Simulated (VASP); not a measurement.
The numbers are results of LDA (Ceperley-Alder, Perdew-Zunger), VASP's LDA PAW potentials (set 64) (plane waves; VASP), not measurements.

Input for VASP

**INCAR**
```
SYSTEM = PtS2
PREC = Accurate
ENCUT = 300
EDIFF = 1E-6
NELM = 100
ALGO = Normal
LREAL = .FALSE.
LASPH = .TRUE.
ISMEAR = -1
SIGMA = 0.05
LMAXMIX = 6
LWAVE = .FALSE.
LCHARG = .FALSE.
ISIF = 2
```

POSCAR:
```
PtS2
1
    1.8029220000    -3.1227530000     0.0000000000
    1.8029220000     3.1227530000     0.0000000000
    0.0000000000     0.0000000000     5.1337440000
Pt S
1 2
Direct
  0.0000000000   0.0000000000   0.0000000000
  0.3333330000   0.6666670000   0.2300000000
  0.6666670000   0.3333330000   0.7700000000
```

File KPOINTS:
```
Automatic mesh
0
Gamma
4 4 3
0 0 0
```

POTCAR, in this order: Pt S (LDA.64 set). Program: vasp_std.

Output of the run:

### OSZICAR
```
       N       E                     dE             d eps       ncg     rms          rms(c)
DAV:   1     0.776055657111E+02    0.77606E+02   -0.75186E+03   285   0.814E+02
DAV:   2    -0.163410920197E+02   -0.93947E+02   -0.91502E+02   368   0.196E+02
DAV:   3    -0.194618042423E+02   -0.31207E+01   -0.31157E+01   326   0.403E+01
DAV:   4    -0.194959256092E+02   -0.34121E-01   -0.34119E-01   361   0.446E+00
DAV:   5    -0.194965450187E+02   -0.61941E-03   -0.61940E-03   333   0.571E-01    0.180E+01
DAV:   6    -0.184285334721E+02    0.10680E+01   -0.79668E+00   284   0.279E+01    0.116E+01
DAV:   7    -0.181649681273E+02    0.26357E+00   -0.14798E+00   277   0.128E+01    0.546E+00
DAV:   8    -0.181318728934E+02    0.33095E-01   -0.95949E-02   298   0.228E+00    0.123E+00
DAV:   9    -0.181262457676E+02    0.56271E-02   -0.13117E-02   319   0.120E+00    0.277E-01
DAV:  10    -0.181262658200E+02   -0.20052E-04   -0.17845E-03   298   0.301E-01    0.748E-02
DAV:  11    -0.181262712908E+02   -0.54709E-05   -0.53829E-05   368   0.713E-02    0.375E-02
DAV:  12    -0.181262695022E+02    0.17886E-05   -0.70072E-06   312   0.261E-02    0.976E-03
DAV:  13    -0.181262694293E+02    0.72920E-07   -0.88260E-07   156   0.775E-03
   1 F= -.18126269E+02 E0= -.18126244E+02  d E =-.501607E-04
```

File OUTCAR:
```
------------------------ aborting loop because EDIFF is reached ----------------------------------------
  FORCE on cell =-STRESS in cart. coord.  units (eV):
  Direction    XX          YY          ZZ          XY          YZ          ZX
  --------------------------------------------------------------------------------------
  Total       -2.3330545     -2.3330552     -1.7057460      0.0000000     -0.0000000      0.0000000
  in kB      -64.6631242    -64.6631446    -47.2765920      0.0000000     -0.0000000      0.0000000
  external PRESSURE =     -58.8676203 kB  Pullay stress =       0.0000000 kB
  volume of cell :       57.81
      direct lattice vectors                 reciprocal lattice vectors
     1.802922000 -3.122753000  0.000000000     0.277327583 -0.160115129  0.000000000
     1.802922000  3.122753000  0.000000000     0.277327583  0.160115129  0.000000000
     0.000000000  0.000000000  5.133744000     0.000000000  0.000000000  0.194789612
 POSITION                                       TOTAL-FORCE (eV/Angst)
 -----------------------------------------------------------------------------------
      0.00000      0.00000      0.00000        -0.000000     -0.000000      0.000000
      1.80292      1.04092      1.18076        -0.000000     -0.000000     -0.108818
      1.80292     -1.04092      3.95298         0.000000      0.000000      0.108818
 -----------------------------------------------------------------------------------
    total drift:                                0.000000     -0.000000      0.000000
  FREE ENERGIE OF THE ION-ELECTRON SYSTEM (eV)
  ---------------------------------------------------
  free  energy   TOTEN  =       -18.1262694293 eV

  energy  without entropy=      -18.1262192686  energy(sigma->0) =      -18.12624435
```
(Selected blocks of OUTCAR.)

File OUTCAR:
```
 val. band max:        5.7983166714   @ k =   0.0000   0.0000   0.0000

 cond. band min:       6.5507893996   @ k =   0.0000   0.2500   0.3333


 Fermi energy:         6.1302193065

 k-point     1 :       0.0000    0.0000    0.0000
  band No.  band energies     occupation
      1      -9.1260      2.00000
      2      -6.2368      2.00000
      3      -0.6738      2.00000
      4      -0.6699      2.00000
      5      -0.6699      2.00000
      6       2.1892      2.00000
      7       2.1892      2.00000
      8       4.0990      2.00000
      9       4.7943      2.00000
     10       4.7943      2.00000
     11       5.7983      1.99738
     12       8.0633      0.00000
     13       8.0633      0.00000
     14      10.5281      0.00000
     15      10.9105      0.00000

 k-point     2 :       0.2500    0.0000    0.0000
  band No.  band energies     occupation
      1      -8.4095      2.00000
      2      -6.5799      2.00000
      3      -0.2844      2.00000
      4      -0.2415      2.00000
      5       0.1685      2.00000
      6       0.9495      2.00000
      7       1.8677      2.00000
      8       2.9770      2.00000
      9       4.4205      2.00000
     10       4.4543      2.00000
     11       5.1387      2.00000
     12       7.2701      0.00000
     13       7.9802      0.00000
     14      11.3145      0.00000
     15      12.9836      0.00000

 k-point     3 :       0.5000    0.0000    0.0000
  band No.  band energies     occupation
      1      -7.2614      2.00000
      2      -7.0799      2.00000
      3      -1.2435      2.00000
      4       0.0791      2.00000
      5       0.9418      2.00000
      6       1.7448      2.00000
      7       2.6957      2.00000
      8       2.8089      2.00000
      9       2.8820      2.00000
     10       2.9840      2.00000
     11       3.5360      2.00000
     12       7.3967      0.00000
     13       8.4213      0.00000
     14      11.1223      0.00000
     15      12.2329      0.00000
...
```

At this cut-off the stress carries a Pulay error, which pulls relaxed volumes low.  Unless said otherwise, spin-orbit coupling is left out, though it shifts the bands of the heavy elements here.

The structure is a typed PtS2 crystal. The cell was not relaxed at this level. The k-mesh is coarse (spacing up to 0.50 per Å, 2π included), so the numbers may not be converged in it. The run is one of a series of settings (KPOINTS 4×4×3 Γ-centred mesh against the base run), some of them coarse on purpose.
